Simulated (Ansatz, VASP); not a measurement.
## Al35Ga12N48 (V_Al hop (3.1 A)): VASP beside Ansatz

Aim: how closely do two programs agree when they are given the same cell, functional and k mesh? The cell is taken from a series of runs on this material, whose earlier steps may have relaxed, scaled, displaced or heated it; both programs get it as it stands.

Main program and level: Ansatz 0.2.0; plane waves, with VASP 6.6.1 beside it; PBEsol.

### 1. Starting point

The cell holds 95 atoms: 35 Al, 12 Ga and 48 N. Cell: a = 10.087 Å, b = 9.390 Å, c = 10.836 Å, α = 90.0°, β = 90.0°, γ = 90.0°. It derives from Al3GaN4 (Al3GaN4 (Pm)). Nearest the centre at fractional (0.625, 0.583, 0.625): Al28 at 0.48 Å, N85 at 1.42 Å, N95 at 2.21 Å, N93 at 2.37 Å, N92 at 2.53 Å, Al30 at 2.76 Å, Al26 at 2.77 Å, Ga47 at 2.80 Å. The cell carries charge −3.

### 2. VASP: single point, PBEsol, pair 1

With cell and atoms fixed, the geometry can't cause a difference; cores, projectors, grids and the points listed under the comparison can.

Lines of VASP's logs that name or quote its potential files are left out, and so is its time.

Input file INCAR:

```
SYSTEM = Al35Ga12N48
PREC = Accurate
ENCUT = 520
EDIFF = 1E-06
NELM = 120
ISMEAR = 0
SIGMA = 0.01
LREAL = Auto
ALGO = Normal
GGA = PS
NELECT = 504
NBANDS = 320
LORBIT = 11
LWAVE = .FALSE.
LCHARG = .FALSE.
ISIF = 2
ISYM = 0
LASPH = .TRUE.
GGA_COMPAT = .FALSE.
EFERMI = MIDGAP
KPAR = 4
```

Input file POSCAR:

```
Al35Ga12N48
1.0
   10.0869230277      0.0000000000      0.0002529055
    0.0000000000      9.3901587298      0.0000000000
   -0.0064480299      0.0000000000     10.8360210313
Al Ga N
35 12 48
Direct
    0.2498977861      0.1652005476      0.0822943769
    0.9988240774      0.1685060836      0.4188927789
[... 5 atom lines left out ...]
    0.9911706421      0.5021043884      0.4216734262
[... 1 atom line left out ...]
    0.2553094757      0.4986637466      0.5839383352
[... 1 atom line left out ...]
    0.9946126144      0.3357884305      0.6654556868
[... 3 atom lines left out ...]
    0.2485449778      0.8290406732      0.5838638290
[... 1 atom line left out ...]
    0.0089937515      0.6651014786      0.6653523062
[... 1 atom line left out ...]
    0.5007889021      0.1644268041      0.4183929261
[... 1 atom line left out ...]
    0.7487238726      0.1761434160      0.5868136565
[... 1 atom line left out ...]
    0.5072111957      0.9817872542      0.6618734646
[... 1 atom line left out ...]
    0.4953097675      0.4946880648      0.4131652258
[... 1 atom line left out ...]
    0.6670072475      0.5973950200      0.6073455796
    0.5036411274      0.4998026516      0.9132001220
    0.4995436430      0.3265272192      0.6652047782
[... 1 atom line left out ...]
    0.5034217557      0.8277019748      0.4195943109
[... 1 atom line left out ...]
    0.7633284008      0.8486935817      0.5818479433
    0.5047534764      0.8249225323      0.9125937018
[... 5 atom lines left out ...]
    0.2528543163      0.6643971774      0.8299712485
[... 1 atom line left out ...]
    0.7514773892      0.0027149703      0.8333786034
    0.7469925305      0.3424260193      0.3401873376
    0.7508089168      0.3347844287      0.8311789082
    0.7492808674      0.6692343419      0.3316223485
    0.7549714491      0.6706566778      0.8405297508
[... 7 atom lines left out ...]
    0.3154565154      0.9950748737      0.6610591904
[... 2 atom lines left out ...]
    0.3079061232      0.4976625218      0.4150342854
[... 2 atom lines left out ...]
    0.0610674557      0.4959896635      0.5817112620
    0.3143281972      0.4978956434      0.9203773023
    0.3098991437      0.3270066178      0.6643494286
[... 2 atom lines left out ...]
    0.3136116406      0.8321763471      0.4195712709
[... 1 atom line left out ...]
    0.0541603430      0.6669774534      0.8376664847
[... 2 atom lines left out ...]
    0.2818665777      0.6655442216      0.6625681887
[... 2 atom lines left out ...]
    0.8110426192      0.1704134043      0.4214881471
[... 1 atom line left out ...]
    0.5575362271      0.9954495111      0.8315129523
    0.5599628244      0.1565506423      0.5839699901
[... 1 atom line left out ...]
    0.8158814574      0.0100429964      0.6655284737
    0.5532159611      0.3280490646      0.3292144636
[... 1 atom line left out ...]
    0.8061403128      0.5101346597      0.4210033340
[... 1 atom line left out ...]
    0.5554480666      0.3289201818      0.8334433138
    0.5382670672      0.4796725686      0.5733264941
    0.8156642350      0.4985773092      0.9233799164
    0.8126210670      0.3298003146      0.6699075863
    0.5538601250      0.6638442461      0.3298007437
[... 1 atom line left out ...]
    0.8166215387      0.8383170186      0.4153837016
[... 1 atom line left out ...]
    0.5680130276      0.6615036597      0.8412879960
    0.5809221469      0.8242707144      0.5750166007
    0.8170108137      0.8405861126      0.9240061813
    0.8173659104      0.6835154296      0.6695938464
```

Input file KPOINTS:

```
Points of the shifted mesh
8
Reciprocal
 0.2500000000  0.2500000000  0.2500000000 1
 0.2500000000  0.2500000000  0.7500000000 1
 0.2500000000  0.7500000000  0.2500000000 1
 0.2500000000  0.7500000000  0.7500000000 1
 0.7500000000  0.2500000000  0.2500000000 1
 0.7500000000  0.2500000000  0.7500000000 1
 0.7500000000  0.7500000000  0.2500000000 1
 0.7500000000  0.7500000000  0.7500000000 1
```

The projector-augmented-wave data sets are Al, Ga_d and N (PBE family, release 64).

On the command line:

```bash
$ mpirun -np 8 vasp_std
```

Numbers of over 12 decimals in the logs are rounded to 6 here.

The log of the run:

```text
[banner, memory and clock lines left out]
running    8 mpi-ranks, on    1 nodes
[...]
|                                                                             |
|           W    W    AA    RRRRR   N    N  II  N    N   GGGG   !!!           |
|           W    W   A  A   R    R  NN   N  II  NN   N  G    G  !!!           |
|           W    W  A    A  R    R  N N  N  II  N N  N  G       !!!           |
|           W WW W  AAAAAA  RRRRR   N  N N  II  N  N N  G  GGG   !            |
|           WW  WW  A    A  R   R   N   NN  II  N   NN  G    G                |
|           W    W  A    A  R    R  N    N  II  N    N   GGGG   !!!           |
|                                                                             |
|     For optimal performance we recommend to set                             |
|       NCORE = 2 up to number-of-cores-per-socket                            |
|     NCORE specifies how many cores store one orbital (NPAR=cpu/NCORE).      |
|     This setting can greatly improve the performance of VASP for DFT.       |
[...]
DAV:   5    -0.792720155775E+03   -0.11106E+02   -0.11023E+02  7664   0.234E+01BRMIX: very serious problems
 the old and the new charge density differ
 old charge density:   501.00000 new  504.00000
BRMIX: very serious problems
 the old and the new charge density differ
 old charge density:   501.00000 new  504.00000
BRMIX: very serious problems
 the old and the new charge density differ
 old charge density:   501.00000 new  504.00000
BRMIX: very serious problems
 the old and the new charge density differ
 old charge density:   501.00000 new  504.00000
    0.561E+01
DAV:   6    -0.684414677627E+03    0.10831E+03   -0.38790E+02  9264   0.609E+01    0.190E+01
DAV:   7    -0.686051694467E+03   -0.16370E+01   -0.43357E+01  5960   0.136E+01    0.134E+01
DAV:   8    -0.685361917433E+03    0.68978E+00   -0.59631E+00  8272   0.120E+01    0.309E+00
DAV:   9    -0.685148635586E+03    0.21328E+00   -0.10797E+00  8816   0.724E+00    0.126E+00
[...]
DAV:  17    -0.685166887080E+03    0.33280E-04   -0.13078E-04  8552   0.904E-02    0.147E-02
DAV:  18    -0.685166892098E+03   -0.50182E-05   -0.75402E-05  7464   0.278E-02    0.190E-02
DAV:  19    -0.685166892137E+03   -0.39458E-07   -0.94040E-06  4552   0.157E-02
   1 F= -.68516689E+03 E0= -.68516689E+03  d E =0.000000E+00
```

OUTCAR, selected parts (step 2):

```text
  FREE ENERGIE OF THE ION-ELECTRON SYSTEM (eV)
  ---------------------------------------------------
  free  energy   TOTEN  =      -685.1668921374 eV

  energy  without entropy=     -685.1668921374  energy(sigma->0) =     -685.16689214
```

The run ends at a pressure of 5.46 GPa, with forces up to 0.049 eV/Å.

### 3. Ansatz: single point, PBEsol, pair 1

Ansatz runs on its default PAW (the set named soft_2) files.

The same cell, functional and mesh now go to Ansatz.

Input file input.yaml:

```yaml
crystal:
  lattice:
    - [10.08692303, 0.0, 0.00025291]
    - [0.0, 9.39015873, 0.0]
    - [-0.00644803, 0.0, 10.83602103]
  atoms:
    - { symbol: Al, position: [0.24989779, 0.16520055, 0.08229438] }
    - { symbol: Al, position: [-0.00117592, 0.16850608, 0.41889278] }
    - { symbol: Al, position: [0.00047722, 0.00118562, 0.16602586] }
    - { symbol: Ga, position: [0.25113867, -0.0010723, 0.33345085] }
    - { symbol: "N", position: [0.05701877, 0.00308679, 0.33217866] }
    - { symbol: "N", position: [0.06109219, 0.16752494, 0.08364727] }
    - { symbol: "N", position: [0.31224293, 0.16618572, 0.41929869] }
    - { symbol: "N", position: [0.31146772, -0.00082879, 0.16263192] }
    - { symbol: Al, position: [0.25145132, 0.16335313, 0.58394894] }
    - { symbol: Al, position: [0.00022306, 0.16790135, 0.91673954] }
    - { symbol: Al, position: [0.00232855, 0.00417093, 0.66594581] }
    - { symbol: Ga, position: [0.25387628, -0.00355111, 0.83089022] }
    - { symbol: "N", position: [0.05906604, 0.00097546, 0.83336988] }
    - { symbol: "N", position: [0.06337492, 0.16777748, 0.58294158] }
    - { symbol: "N", position: [0.31355682, 0.16368661, 0.91971214] }
    - { symbol: "N", position: [0.31545652, -0.00492513, 0.66105919] }
    - { symbol: Al, position: [0.25107726, 0.49874185, 0.08259957] }
    - { symbol: Al, position: [-0.00882936, 0.50210439, 0.42167343] }
    - { symbol: Al, position: [-0.00193117, 0.33416797, 0.16702384] }
    - { symbol: Ga, position: [0.24541915, 0.33190444, 0.33225597] }
    - { symbol: "N", position: [0.05173158, 0.33461888, 0.33359299] }
    - { symbol: "N", position: [0.06221488, 0.49983454, 0.08527492] }
    - { symbol: "N", position: [0.30790612, 0.49766252, 0.41503429] }
    - { symbol: "N", position: [0.31037107, 0.33100106, 0.16204455] }
    - { symbol: Al, position: [0.25530948, 0.49866375, 0.58393834] }
    - { symbol: Al, position: [0.00138223, 0.49978912, 0.91832955] }
    - { symbol: Al, position: [-0.00538739, 0.33578843, 0.66545569] }
    - { symbol: Ga, position: [0.25042065, 0.33198504, 0.83236694] }
    - { symbol: "N", position: [0.05732272, 0.33374797, 0.83416534] }
    - { symbol: "N", position: [0.06106746, 0.49598966, 0.58171126] }
    - { symbol: "N", position: [0.3143282, 0.49789564, 0.9203773] }
    - { symbol: "N", position: [0.30989914, 0.32700662, 0.66434943] }
    - { symbol: Al, position: [0.25189981, 0.83215825, 0.08241708] }
    - { symbol: Al, position: [0.00193046, 0.83573179, 0.41542183] }
    - { symbol: Al, position: [0.00019243, 0.66706896, 0.16605392] }
    - { symbol: Ga, position: [0.24835266, 0.66555817, 0.33288895] }
    - { symbol: "N", position: [0.05484706, 0.66760802, 0.33299608] }
    - { symbol: "N", position: [0.06305956, 0.83451164, 0.08487372] }
    - { symbol: "N", position: [0.31361164, 0.83217635, 0.41957127] }
    - { symbol: "N", position: [0.31161342, 0.66568662, 0.16206994] }
    - { symbol: Al, position: [0.24854498, 0.82904067, 0.58386383] }
    - { symbol: Al, position: [0.00279575, 0.83443484, 0.9179929] }
    - { symbol: Al, position: [0.00899375, 0.66510148, 0.66535231] }
    - { symbol: Ga, position: [0.25285432, 0.66439718, 0.82997125] }
    - { symbol: "N", position: [0.05416034, 0.66697745, 0.83766648] }
    - { symbol: "N", position: [0.05737218, 0.83903625, 0.58087879] }
    - { symbol: "N", position: [0.3154109, 0.83119439, 0.92018472] }
    - { symbol: "N", position: [0.28186658, 0.66554422, 0.66256819] }
    - { symbol: Al, position: [0.74984724, 0.16827342, 0.0853297] }
    - { symbol: Al, position: [0.5007889, 0.1644268, 0.41839293] }
    - { symbol: Al, position: [0.50037972, -0.00176108, 0.16525765] }
    - { symbol: Ga, position: [0.74793834, 0.00430576, 0.33427275] }
    - { symbol: "N", position: [0.55410272, -0.00215102, 0.33200357] }
    - { symbol: "N", position: [0.56089537, 0.16370996, 0.08190337] }
    - { symbol: "N", position: [0.81104262, 0.1704134, 0.42148815] }
    - { symbol: "N", position: [0.81167635, 0.0020556, 0.16485858] }
    - { symbol: Al, position: [0.74872387, 0.17614342, 0.58681366] }
    - { symbol: Al, position: [0.50165013, 0.16255616, 0.91493369] }
    - { symbol: Al, position: [0.5072112, -0.01821275, 0.66187346] }
    - { symbol: Ga, position: [0.75147739, 0.00271497, 0.8333786] }
    - { symbol: "N", position: [0.55753623, -0.00455049, 0.83151295] }
    - { symbol: "N", position: [0.55996282, 0.15655064, 0.58396999] }
    - { symbol: "N", position: [0.81318049, 0.16730383, 0.92389384] }
    - { symbol: "N", position: [0.81588146, 0.010043, 0.66552847] }
    - { symbol: Al, position: [0.74911508, 0.49989203, 0.08410961] }
    - { symbol: Al, position: [0.49530977, 0.49468806, 0.41316523] }
    - { symbol: Al, position: [0.49990776, 0.33008607, 0.16400841] }
    - { symbol: Ga, position: [0.74699253, 0.34242602, 0.34018734] }
    - { symbol: "N", position: [0.55321596, 0.32804906, 0.32921446] }
    - { symbol: "N", position: [0.56037222, 0.49624937, 0.0839835] }
    - { symbol: "N", position: [0.80614031, 0.51013466, 0.42100333] }
    - { symbol: "N", position: [0.8099061, 0.33426963, 0.16571989] }
    - { symbol: Al, position: [0.66700725, 0.59739502, 0.60734558] }
    - { symbol: Al, position: [0.50364113, 0.49980265, 0.91320012] }
    - { symbol: Al, position: [0.49954364, 0.32652722, 0.66520478] }
    - { symbol: Ga, position: [0.75080892, 0.33478443, 0.83117891] }
    - { symbol: "N", position: [0.55544807, 0.32892018, 0.83344331] }
    - { symbol: "N", position: [0.53826707, 0.47967257, 0.57332649] }
    - { symbol: "N", position: [0.81566424, 0.49857731, 0.92337992] }
    - { symbol: "N", position: [0.81262107, 0.32980031, 0.66990759] }
    - { symbol: Al, position: [0.74972184, 0.83611669, 0.08403837] }
    - { symbol: Al, position: [0.50342176, 0.82770197, 0.41959431] }
    - { symbol: Al, position: [0.50094457, 0.66490544, 0.16336563] }
    - { symbol: Ga, position: [0.74928087, 0.66923434, 0.33162235] }
    - { symbol: "N", position: [0.55386013, 0.66384425, 0.32980074] }
    - { symbol: "N", position: [0.56121992, 0.83333752, 0.08343659] }
    - { symbol: "N", position: [0.81662154, 0.83831702, 0.4153837] }
    - { symbol: "N", position: [0.8115952, 0.66906491, 0.16026463] }
    - { symbol: Al, position: [0.7633284, 0.84869358, 0.58184794] }
    - { symbol: Al, position: [0.50475348, 0.82492253, 0.9125937] }
    - { symbol: Ga, position: [0.75497145, 0.67065668, 0.84052975] }
    - { symbol: "N", position: [0.56801303, 0.66150366, 0.841288] }
    - { symbol: "N", position: [0.58092215, 0.82427071, 0.5750166] }
    - { symbol: "N", position: [0.81701081, 0.84058611, 0.92400618] }
    - { symbol: "N", position: [0.81736591, 0.68351543, 0.66959385] }
total_charge: -3
basis:
  ecutwfc: 420
  xc_grid: 2
hamiltonian:
  xc: pbesol
kpoints:
  mp_grid: { grid: [2, 2, 2], shift: [0.5, 0.5, 0.5] }
scf:
  occupations: { method: fixed }
  max_iter: 100
output:
  forces: true
  eigenvalues: true
checkpoint:
  write: "../qm3.top.mesh.run"
  compress: false
  write_wavefunctions: false
  write_every: 100000
```

On the command line:

```bash
$ ansatz run input.yaml --threads 32 --pin off --max-ram 84787MiB --backend cuda --events-out ev --progress --plain --runs-dir out --max-vram 78GiB
```

The log of the run:

```text
Engine: ansatz 0.2.0, aarch64-unknown-linux-gnu
Pseudopotentials: kind: paw
Pseudopotential: Al, paw, valence charge 3, recommended cutoff 420 eV (normal), Al.paw.azcp
Pseudopotential: Ga, paw, valence charge 13, recommended cutoff 420 eV (normal), Ga.paw.azcp
Pseudopotential: N, paw, valence charge 5, recommended cutoff 420 eV (normal), N.paw.azcp
Functional definition: PBEsol
  exchange = pbesol_x
  correlation = pbesol_c
[...]
Crystal: 95 atoms, lattice volume = 1026.364 Å³
Basis set: ecut = 420 eV, 20007 PW (Γ), exchange–correlation on 144×128×150 points (8 copies of the dense FFT grid, shifted against one another)
Bands: 347, of which v1, the nominal top of the filled ones, is band 252 counted from 1 (251 counted from 0)
Symmetry: 1 space group operations
Space group: P1 (ITA 1), of the structure as read, at distance tolerance 1.0e-4 Å
k-points: 4 of 8 (time reversal used)
Non-local potential: Al, projectors of the file, l = 0: 2, l = 1: 2, l = 2: 1
Non-local potential: Ga, projectors of the file, l = 0: 2, l = 1: 2, l = 2: 3, l = 3: 1
Non-local potential: N, projectors of the file, l = 0: 2, l = 1: 2, l = 2: 1
PAW form: soft (Blöchl's): semilocal exchange-correlation on the pseudo side does not see the compensation charge
PAW frozen core: Al, regenerated for the run's functional, and the local potential with it (the file was generated under x = pbe(κ = 0.804, μ = 0.219515), c = pbe(β = 0.066725))
PAW frozen core: Ga, regenerated for the run's functional, and the local potential with it (the file was generated under x = pbe(κ = 0.804, μ = 0.219515), c = pbe(β = 0.066725))
PAW frozen core: N, regenerated for the run's functional, and the local potential with it (the file was generated under x = pbe(κ = 0.804, μ = 0.219515), c = pbe(β = 0.066725))
PAW one-centre angular grid: Al, 110 points (default); XC on 64 Gauss nodes
PAW one-centre angular grid: Ga, 590 points (default); XC on 64 Gauss nodes
PAW one-centre angular grid: N, 110 points (default); XC on 64 Gauss nodes
Initial density: superposition of atomic densities (neutral atoms scaled as one to the charged cell's electrons: chi_scale 0, normalization atom), corrected by the library's trained network
Initial wavefunctions: pseudopotential atomic-orbital guess
[...]
Functional: x = pbesol(κ = 0.804, μ = 0.123457), c = pbesol(β = 0.046)
SCF iter   1: F=—  HF=-81528.176903 eV  |F-HF|=—  |Δ(HF+E_count)|=         —  Δρ=2.30e-2  dr2=4.73e0  ethr=1.77e-3  ⟨swp⟩=4.8  Hψ=4996  notcnv=0  defer=364
preconditioner: auto → Resta (q_TF=auto, 2.423 Å⁻¹)  ε∞=4.3  [insulator: Δε(μ)=3.338 eV  Ē_g=14.247 eV  n_scr=252 (ndim 8)  ℏωp=26.0 eV  f_vac=0.000  ε∞_Penn≈4.3]
SCF iter   2: F=—  HF=-81526.659623 eV  |F-HF|=—  |Δ(HF+E_count)|=    1.52e0  Δρ=4.78e-3  dr2=3.14e-1  ethr=9.38e-4  ⟨swp⟩=2.0  Hψ=2434  notcnv=0  defer=370
SCF iter   3: F=—  HF=-81526.516947 eV  |F-HF|=—  |Δ(HF+E_count)|=   1.43e-1  Δρ=2.65e-3  dr2=9.60e-2  ethr=6.23e-5  ⟨swp⟩=2.0  Hψ=2010  notcnv=0  defer=152
automatic band count: iteration 3 solves 292 bands in place of 347: the levels show a gap, and the empty bands left out lie too high to hold charge; the band table lists the bands solved (type scf.n_extra_bands for more)
SCF iter   4: F=—  HF=-81526.493064 eV  |F-HF|=—  |Δ(HF+E_count)|=   2.39e-2  Δρ=8.81e-4  dr2=8.64e-3  ethr=1.91e-5  ⟨swp⟩=3.0  Hψ=2030  notcnv=0  defer=152
SCF iter   5: F=—  HF=-81526.493313 eV  |F-HF|=—  |Δ(HF+E_count)|=   2.49e-4  Δρ=4.33e-4  dr2=1.51e-3  ethr=1.71e-6  ⟨swp⟩=2.0  Hψ=2038  notcnv=0  defer=152
SCF iter   6: F=—  HF=-81526.493528 eV  |F-HF|=—  |Δ(HF+E_count)|=   2.15e-4  Δρ=1.12e-4  dr2=1.84e-4  ethr=3.00e-7  ⟨swp⟩=2.0  Hψ=1982  notcnv=0  defer=152
SCF iter   7: F=—  HF=-81526.493495 eV  |F-HF|=—  |Δ(HF+E_count)|=   3.29e-5  Δρ=4.89e-5  dr2=2.59e-5  ethr=3.66e-8  ⟨swp⟩=2.0  Hψ=1932  notcnv=0  defer=146
SCF iter   8: F=—  HF=-81526.493378 eV  |F-HF|=—  |Δ(HF+E_count)|=   1.17e-4  Δρ=1.48e-5  dr2=2.86e-6  ethr=5.14e-9  ⟨swp⟩=2.0  Hψ=2176  notcnv=0  defer=146
SCF iter   9: F=—  HF=-81526.493378 eV  |F-HF|=—  |Δ(HF+E_count)|=   5.01e-7  Δρ=9.45e-6  dr2=1.03e-6  ethr=5.67e-10  ⟨swp⟩=2.0  Hψ=2001  notcnv=0  defer=146
[...]
SCF 1 converged in 10 iterations: F = -81526.493378 eV  dr2 = 3.58e-8
[...]
SCF converged after 10 iterations
[...]
k-point 3: bands = ["-7.7858", "-7.4359", "-7.4153", "-7.3077", "-7.1563", "-7.0812", "-7.0217", "-6.9204", "-6.9058", "-6.8905", "-6.8361", "-6.8049", "-6.7481", "-6.7304", "-6.6841", "-6.6548", "-6.6141", "-6.5837", "-6.5577", "-6.5200", "-6.5074", "-6.4788", "-6.4566", "-6.4403", "-6.4302", "-6.4104", "-6.3830", "-6.3288", "-6.2924", "-6.2398", "-6.2060", "-6.1801", "-6.1237", "-6.0793", "-5.9675", "-5.9377", "- [...]
```

### 4. Comparison

Known differences besides the potentials themselves: fixed occupations in Ansatz, narrow Gaussian smearing in VASP; the cutoff is 420 eV in Ansatz and 520 eV in VASP (PREC = Accurate, projectors in real space); Ansatz makes its cores anew for this functional, VASP keeps those of its PBE data sets. Total energies have different zeros and are not compared.

Both answers:

```tsv
quantity	Ansatz	VASP	difference
gap on the k mesh (eV)	3.029	3.031	-0.001
```

The largest component of a force difference here is 48 meV/Å. A gap on the mesh is an upper bound, since the band edges may lie between its points. The cell carries a charge of -3 e against a uniform background, so its pressure also hangs on how the neutralising background is counted, and in a defect's cell a gap may be the spacing between its levels.

(Continued in part 2 of 2.)

[Lines on the potential files, build, host, timing and source positions are cut from VASP's logs without a mark.]

[Logs are printed without paths, hosts, clocks, repeated set-up lines and the standing remarks that a program may print on its own settings, such as how far it seeks lower states.]

[Hosts, paths, dates, database ids (printed as entryN), source tags and the programs' standing remarks are cut or masked in the printed files.]
